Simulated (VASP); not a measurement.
A VASP calculation is set up with these files.

### INCAR
```
# general
SYSTEM   = NiSi2
PREC     = Accurate
ENCUT    = 520
LREAL    = .False.
LASPH    = .True.

# electronic loop
EDIFF    = 1E-7
NELM     = 100
ALGO     = Normal
LMAXMIX  = 4

# smearing
ISMEAR   = 1
SIGMA    = 0.1

# functional
GGA      = ML
LUSE_VDW = .True.
AGGAC    = 0.0
ZAB_VDW  = -1.8867

# ions
ISIF     = 2

# output
LWAVE    = .False.
LCHARG   = .False.
```

KPOINTS:
```
Automatic mesh
0
Gamma
10 10 10
0 0 0
```

File POSCAR:
```
NiSi2
1
    0.0000000000     2.8476445676     2.8476445676
    2.8476445676     0.0000000000     2.8476445676
    2.8476445676     2.8476445676     0.0000000000
Si Ni
2 1
Direct
  0.2500000000   0.2500000000   0.2500000000
  0.7500000000   0.7500000000   0.7500000000
  0.0000000000   0.0000000000   0.0000000000
```

POTCAR, in this order: Si Ni (PBE.64 set). Program: vasp_std.

Translate this vdW-DF2 calculation to Quantum ESPRESSO's pw.x.

One equivalent input (not run):
```
&CONTROL
  calculation = 'scf'
  pseudo_dir = './pseudo'
  outdir = './out'
  tprnfor = .true.
  tstress = .true.
/
&SYSTEM
  ibrav = 0
  nat = 3
  ntyp = 2
  ecutwfc = 98
  occupations = 'smearing'
  smearing = 'methfessel-paxton'
  degauss = 0.00735
  input_dft = 'vdw-df2'
/
&ELECTRONS
  conv_thr = 7.3e-09
  electron_maxstep = 100
/
ATOMIC_SPECIES
  Si 28.085 Si.upf
  Ni 58.693 Ni.upf
CELL_PARAMETERS angstrom
     0.0000000    2.8476446    2.8476446
     2.8476446    0.0000000    2.8476446
     2.8476446    2.8476446    0.0000000
ATOMIC_POSITIONS crystal
  Si   0.2500000  0.2500000  0.2500000
  Si   0.7500000  0.7500000  0.7500000
  Ni   0.0000000  0.0000000  0.0000000
K_POINTS automatic
  10 10 10 0 0 0
```
Limits of the translation: the potentials are each code's own (VASP's PAW set, PseudoDojo norm-conserving files in pw.x), so ENCUT and ecutwfc are chosen apart and not converted; conv_thr bounds pw.x's estimated SCF error, while EDIFF bounds the energy change between steps.

The compound is NiSi2 in the fluorite structure. This cell is one point of a volume scan, at 1.06 of the reference volume.
